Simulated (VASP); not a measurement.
**ReRuW: relaxation of cell and atoms with PBE**

ReRuW:

```
Re Ru W
1.0
     4.00681    0.00000    0.00000
    -2.00340    3.47000    0.00000
     0.00000    0.00000    7.18101
Re Ru W
2 2 2
Direct
  0.33333 0.66667 0.75000
  0.66667 0.33333 0.25000
  0.33333 0.66667 0.25000
  0.66667 0.33333 0.75000
  0.00000 0.00000 0.00000
  0.00000 0.00000 0.50000
```

The cell was built by a generator and needn't be a form met in nature.

```yaml
Program: VASP 6.6.1
Task: relaxation of cell and atoms
Functional: PBE
Potentials_or_basis: VASP PAW PBE potentials, release 64 (Re, Ru_pv, W_sv)
Cutoff: 600 eV
k_mesh: 8 × 8 × 4
Occupations: methfessel-paxton, width 0.1 eV
Spin: no spin polarisation
Further_INCAR_settings: ALGO = Normal; EDIFF = 1e-07; IBRION = 2; EDIFFG = -0.005; NSW = 60; ISIF = 3
```

The relaxed volume is 15.15 Å³/atom. The relaxed cell is a = 4.374 Å, b = 4.374 Å, c = 5.489 Å, α = 90.00°, β = 90.00°, γ = 120.00°. The space group after relaxing (to 0.05 Å) is P6_3/mmc (No. 194) and the energy gained by relaxing is 810.0 meV/atom. The ionic steps are 14, the pressure after relaxing is 0.0 GPa and the band gap on the k mesh is none (metal or under the smearing width).

The path:
| step | energy change (eV) | largest force (eV/Å) | pressure (GPa) | volume (Å³) |
| --- | --- | --- | --- | --- |
| 1 | 0.0000 | 0.0000 | 6.54 | 99.84 |
| 2 | -2.1713 | 0.0000 | -32.08 | 108.13 |
| 3 | -2.1393 | 0.0000 | -29.39 | 107.37 |
| 4 | -3.4654 | 0.0000 | -28.01 | 103.13 |
| 5 | -1.1105 | 0.0000 | 28.36 | 87.89 |
| 6 | -4.0979 | 0.0000 | -24.47 | 100.07 |
| 7 | -4.2746 | 0.0000 | -18.79 | 97.36 |
| 8 | -4.2711 | 0.0000 | -20.40 | 98.00 |
| 9 | -4.7799 | 0.0000 | -8.45 | 93.47 |
| 10 | -4.8594 | 0.0000 | -0.78 | 91.17 |
| 11 | -4.8596 | 0.0000 | -0.30 | 91.04 |
| 12 | -4.8601 | 0.0000 | -0.16 | 90.99 |
| 13 | -4.8602 | 0.0000 | 0.11 | 90.90 |
| 14 | -4.8603 | 0.0000 | 0.03 | 90.93 |

Final structure:
```
CELL_PARAMETERS angstrom
4.37351 0.00000 0.00000
-2.18676 3.78757 0.00000
0.00000 0.00000 5.48921
ATOMIC_POSITIONS crystal
Re 0.33333 0.66667 0.75000
Re 0.66667 0.33333 0.25000
Ru 0.33333 0.66667 0.25000
Ru 0.66667 0.33333 0.75000
W 0.00000 0.00000 0.00000
W 0.00000 0.00000 0.50000
```

Levels at points of the mesh, in eV from the Fermi level:
```
           k point  band 34  band 35  band 36  band 37  band 38  band 39
(0.00, 0.00, 0.00)    -0.74    -0.27    -0.27     0.28     0.28     3.39
(0.50, 0.00, 0.00)    -0.24     0.40     0.53     1.20     1.25     1.87
(0.00, 0.00, 0.50)    -0.52    -0.46    -0.46     0.90     0.90     2.09
(0.50, 0.00, 0.50)    -0.40    -0.21    -0.21     0.93     0.93     1.21
```

Wall time 27 min on 1 thread of AMD EPYC 9R14 (Zen 4) (shared host), peak memory 0.32 GiB.

The run has no spin-orbit coupling, so splittings on Re, W are missing.
